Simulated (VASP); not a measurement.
An input for Ansatz (written as the equivalent of a VASP run, and not itself run):

Ansatz 0.2 input:
```yaml
crystal:
  lattice:
    - [0.0000000, 3.1450000, 3.1450000]
    - [3.1450000, 0.0000000, 3.1450000]
    - [3.1450000, 3.1450000, 0.0000000]
  atoms:
    - { symbol: K, position: [0.0000000, 0.0000000, 0.0000000] }
    - { symbol: Cl, position: [0.5000000, 0.5000000, 0.5000000] }
kpoints:
  mp_grid: { grid: [7, 7, 7] }
hamiltonian:
  xc: pbe
  dispersion: d3bj
  pseudopotentials: { kind: paw }
scf:
  occupations: { method: gaussian, width: 0.05 }
  max_iter: 100
relax:
  max_steps: 60
  f_tol: 0.01
  cell: {}
output: { forces: true, stress: true, eigenvalues: true }
```

### Question
Write the VASP files for the same calculation (PBE-D3(BJ)).

### Answer
Several could match; the one computed here: 
### POSCAR
```
KCl
1.0
  0.0000000000   3.1450000000   3.1450000000
  3.1450000000   0.0000000000   3.1450000000
  3.1450000000   3.1450000000   0.0000000000
K Cl
1 1
Cartesian
  0.0000000000   0.0000000000   0.0000000000
  3.1450000000   3.1450000000   3.1450000000
```

### INCAR
```
SYSTEM = KCl
PREC = Accurate; ENCUT = 520; LREAL = F
LASPH = T
EDIFF = 1E-6; NELM = 100; ALGO = Normal
ISMEAR = 0; SIGMA = 0.05
GGA = PE; IVDW = 12
IBRION = 2; NSW = 60; ISIF = 3
EDIFFG = -0.01
LWAVE = F; LCHARG = F
```

File KPOINTS:
```
Automatic mesh
0
Gamma
7 7 7
0 0 0
```

POTCAR, in this order: K_sv Cl (PBE.64 set). Program: vasp_std.

What does not carry over: each code has its own PAW files, so the cut-off isn't converted (ENCUT is set for VASP's; basis.ecutwfc is left out, and Ansatz then takes the one that its files recommend); Ansatz stops its SCF on the density residual and VASP on the energy change (EDIFF).

The compound is KCl in the rock salt structure. This run relaxes it. Symmetry was kept, so distortions that lower it aren't found.
